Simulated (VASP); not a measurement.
Level of theory: r2SCAN meta-GGA, VASP's PBE PAW potentials (set 64) (plane waves; VASP).

A VASP calculation is set up with these files.

INCAR:
```
! general
SYSTEM   =  TiAl
PREC     =  Accurate
ENCUT    =  520
LREAL    =  .False.   ! projection in real space or not
LASPH    =  .True.   ! aspherical one-centre terms

! electronic loop
EDIFF    =  1E-6
NELM     =  100
ALGO     =  Normal
LMAXMIX  =  4   ! l cut-off of mixed one-centre charges
LMIXTAU  =  .True.

! smearing
ISMEAR   =  1   ! Methfessel-Paxton
SIGMA    =  0.1   ! width (eV)

! functional
METAGGA  =  R2SCAN

! ions
IBRION   =  2   ! conjugate gradients
NSW      =  60   ! most ionic steps
ISIF     =  3
EDIFFG   =  -0.01   ! ionic stop

! output
LWAVE    =  .False.
LCHARG   =  .False.
```

POSCAR:
```
TiAl
1.0
  2.8300000000   0.0000000000   0.0000000000
  0.0000000000   2.8300000000   0.0000000000
  0.0000000000   0.0000000000   4.0700000000
Ti Al
1 1
Cartesian
  0.0000000000   0.0000000000   0.0000000000
  1.4150000000   1.4150000000   2.0350000000
```

### KPOINTS
```
Regular mesh
0
G
  12 12 8
0 0 0
```

POTCAR, in this order: Ti_sv Al (PBE.64 set). Program: vasp_std.

The resulting files:

**OSZICAR**
```
       N       E                     dE             d eps       ncg     rms          rms(c)
DAV:   1     0.841866996408E+02    0.84187E+02   -0.76630E+03  3080   0.142E+03
DAV:   2    -0.187983693073E+02   -0.10299E+03   -0.10034E+03  3113   0.349E+02
DAV:   3    -0.250078031977E+02   -0.62094E+01   -0.59653E+01  4974   0.835E+01
DAV:   4    -0.252332856523E+02   -0.22548E+00   -0.22348E+00  3895   0.134E+01
DAV:   5    -0.252437870159E+02   -0.10501E-01   -0.10487E-01  4486   0.264E+00    0.112E+01
DAV:   6    -0.210124447637E+02    0.42313E+01   -0.15285E+01  4456   0.562E+01    0.307E+00
DAV:   7    -0.204035386024E+02    0.60891E+00   -0.17049E+00  3663   0.159E+01    0.184E+00
DAV:   8    -0.205211314598E+02   -0.11759E+00   -0.60811E-01  3832   0.669E+00    0.126E+00
DAV:   9    -0.205491207283E+02   -0.27989E-01   -0.56775E-02  3738   0.319E+00    0.692E-01
DAV:  10    -0.205545592949E+02   -0.54386E-02   -0.16956E-01  3237   0.510E+00    0.226E-01
DAV:  11    -0.205916722320E+02   -0.37113E-01   -0.26973E-02  3172   0.184E+00    0.878E-02
DAV:  12    -0.205924691057E+02   -0.79687E-03   -0.80799E-04  4029   0.337E-01    0.637E-02
DAV:  13    -0.205923469051E+02    0.12220E-03   -0.12240E-03  3143   0.481E-01    0.436E-02
DAV:  14    -0.205928226850E+02   -0.47578E-03   -0.45459E-04  3152   0.235E-01    0.142E-02
DAV:  15    -0.205928261703E+02   -0.34853E-05   -0.11943E-05  3667   0.450E-02    0.140E-02
DAV:  16    -0.205928287991E+02   -0.26288E-05   -0.37985E-06  3234   0.230E-02    0.117E-02
DAV:  17    -0.205928259490E+02    0.28501E-05   -0.24458E-05  3503   0.305E-02    0.363E-03
DAV:  18    -0.205928252139E+02    0.73514E-06   -0.10626E-06  2127   0.135E-02
   1 F= -.20592825E+02 E0= -.20592976E+02  d E =-.205928E+02
       N       E                     dE             d eps       ncg     rms          rms(c)
DAV:   1    -0.207113816044E+02   -0.11856E+00   -0.25346E+00  3501   0.258E+01    0.296E+00
DAV:   2    -0.205994761550E+02    0.11191E+00   -0.76014E-01  3663   0.117E+01    0.688E-01
DAV:   3    -0.205911556714E+02    0.83205E-02   -0.50984E-02  3759   0.223E+00    0.230E-01
DAV:   4    -0.205914450149E+02   -0.28934E-03   -0.11192E-02  3802   0.101E+00    0.123E-01
DAV:   5    -0.205930734208E+02   -0.16284E-02   -0.57180E-03  4251   0.632E-01    0.131E-01
DAV:   6    -0.205933436947E+02   -0.27027E-03   -0.49784E-04  4760   0.216E-01    0.871E-02
DAV:   7    -0.205940050262E+02   -0.66133E-03   -0.90931E-04  3440   0.348E-01    0.311E-02
DAV:   8    -0.205939771565E+02    0.27870E-04   -0.10216E-04  3443   0.145E-01    0.307E-02
DAV:   9    -0.205939826275E+02   -0.54710E-05   -0.13409E-05  3451   0.543E-02    0.535E-03
DAV:  10    -0.205939803295E+02    0.22980E-05   -0.23352E-06  3049   0.247E-02    0.487E-03
DAV:  11    -0.205939829532E+02   -0.26238E-05   -0.23026E-06  2941   0.140E-02    0.170E-03
DAV:  12    -0.205939831218E+02   -0.16855E-06   -0.63045E-07  1570   0.134E-02
   2 F= -.20593983E+02 E0= -.20594175E+02  d E =-.115791E-02
       N       E                     dE             d eps       ncg     rms          rms(c)
DAV:   1    -0.206160261564E+02   -0.22043E-01   -0.44073E-01  3522   0.109E+01    0.126E+00
DAV:   2    -0.205967055542E+02    0.19321E-01   -0.15221E-01  3712   0.509E+00    0.295E-01
DAV:   3    -0.205947834014E+02    0.19222E-02   -0.10835E-02  3690   0.104E+00    0.932E-02
DAV:   4    -0.205948235333E+02   -0.40132E-04   -0.19727E-03  3730   0.406E-01    0.458E-02
DAV:   5    -0.205951223290E+02   -0.29880E-03   -0.11703E-03  4193   0.274E-01    0.600E-02
DAV:   6    -0.205951489076E+02   -0.26579E-04   -0.96747E-05  4803   0.983E-02    0.452E-02
DAV:   7    -0.205952659038E+02   -0.11700E-03   -0.21552E-04  3425   0.171E-01    0.146E-02
DAV:   8    -0.205952607127E+02    0.51911E-05   -0.18333E-05  3515   0.627E-02    0.127E-02
DAV:   9    -0.205952595136E+02    0.11991E-05   -0.15607E-06  2256   0.170E-02    0.416E-03
DAV:  10    -0.205952586126E+02    0.90098E-06   -0.10735E-06  1664   0.199E-02
   3 F= -.20595259E+02 E0= -.20595431E+02  d E =-.243340E-02
       N       E                     dE             d eps       ncg     rms          rms(c)
DAV:   1    -0.205952802576E+02   -0.20744E-04   -0.49477E-04  3527   0.366E-01    0.415E-02
DAV:   2    -0.205952601216E+02    0.20136E-04   -0.16363E-04  3694   0.170E-01    0.988E-03
DAV:   3    -0.205952578041E+02    0.23175E-05   -0.11716E-05  3799   0.339E-02    0.296E-03
DAV:   4    -0.205952576149E+02    0.18920E-06   -0.18398E-06  2337   0.142E-02
   4 F= -.20595258E+02 E0= -.20595429E+02  d E =-.243240E-02
```

**OUTCAR**
```
------------------------ aborting loop because EDIFF is reached ----------------------------------------
  FORCE on cell =-STRESS in cart. coord.  units (eV):
  Direction    XX          YY          ZZ          XY          YZ          ZX
  --------------------------------------------------------------------------------------
  Total       -0.0095241     -0.0095241      0.0111492      0.0000000     -0.0000000      0.0000000
  in kB       -0.4746792     -0.4746792      0.5556719      0.0000000     -0.0000000      0.0000000
  external PRESSURE =      -0.1312288 kB  Pullay stress =       0.0000000 kB
  volume of cell :       32.15
      direct lattice vectors                 reciprocal lattice vectors
     2.816376327  0.000000000  0.000000000     0.355066186  0.000000000  0.000000000
     0.000000000  2.816376327 -0.000000000     0.000000000  0.355066186 -0.000000000
     0.000000000  0.000000000  4.052777918     0.000000000  0.000000000  0.246744337
 POSITION                                       TOTAL-FORCE (eV/Angst)
 -----------------------------------------------------------------------------------
      0.00000      0.00000      0.00000         0.000000     -0.000000      0.000000
      1.40819      1.40819      2.02639         0.000000      0.000000      0.000000
 -----------------------------------------------------------------------------------
    total drift:                               -0.000000      0.000000      0.000000
  FREE ENERGIE OF THE ION-ELECTRON SYSTEM (eV)
  ---------------------------------------------------
  free  energy   TOTEN  =       -20.5952576149 eV

  energy  without entropy=      -20.5957718441  energy(sigma->0) =      -20.59542902

 reached required accuracy - stopping structural energy minimisation
```
(Selected blocks of OUTCAR.)

**CONTCAR**
```
TiAl
   1.00000000000000
     2.8163763271065188    0.0000000000000000    0.0000000000000000
     0.0000000000000000    2.8163763271065188   -0.0000000000000000
     0.0000000000000000    0.0000000000000000    4.0527779181527110
  Ti              Al
     1     1
Direct
     0.0000000000000000    0.0000000000000000    0.0000000000000000
     0.5000000000000000    0.5000000000000000    0.5000000000000000
```

The compound is TiAl in the L1_0 structure. This run relaxes it. Symmetry was kept, so distortions that lower it aren't found. The electron count is odd and the run is not spin-polarised, which forces a metal.
